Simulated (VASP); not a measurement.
Computed with PBEsol GGA, VASP's PBE PAW potentials (set 64) (plane waves; VASP).

A VASP calculation is set up with these files.

**INCAR**
```
ENCUT  =  500
SIGMA  =  0.1   # width (eV)
LWAVE  =  F
SYSTEM  =  Ba
LMAXMIX  =  4
PREC  =  Accurate
NSW  =  40
ISMEAR  =  1
EDIFFG  =  -0.02   # ionic stop
LCHARG  =  F
ALGO  =  Normal   # blocked Davidson
LASPH  =  T   # aspherical one-centre terms
LREAL  =  F
EDIFF  =  1E-6   # SCF stop (eV)
NELM  =  100   # most electronic steps
ISIF  =  3
IBRION  =  2   # conjugate gradients
GGA  =  PS   # PBEsol
PSTRESS  =  100   # kbar
```

File POSCAR:
```
Ba
1.0
 -2.0591658143   2.0591658143   2.0591658143
  2.0591658143  -2.0591658143   2.0591658143
  2.0591658143   2.0591658143  -2.0591658143
Ba
1
Cartesian
  0.0000000000   0.0000000000   0.0000000000
```

File KPOINTS:
```
Automatic mesh
0
Gamma
12 12 12
0 0 0
```

POTCAR, in this order: Ba_sv (PBE.64 set). Program: vasp_std.

Task: What will the output report for the number of irreducible k-points (NKPTS), largest plane-wave count, number of space-group operations, FFT grid (NGX, NGY, NGZ)?

Result: 
The number of irreducible k-points (NKPTS) is 72. The largest plane-wave count is 935 and the number of space-group operations comes out as 48. The FFT grid (NGX, NGY, NGZ) is 28 × 28 × 28.

The compound is Ba in the bcc structure. It was relaxed first under an external pressure of 10 GPa.
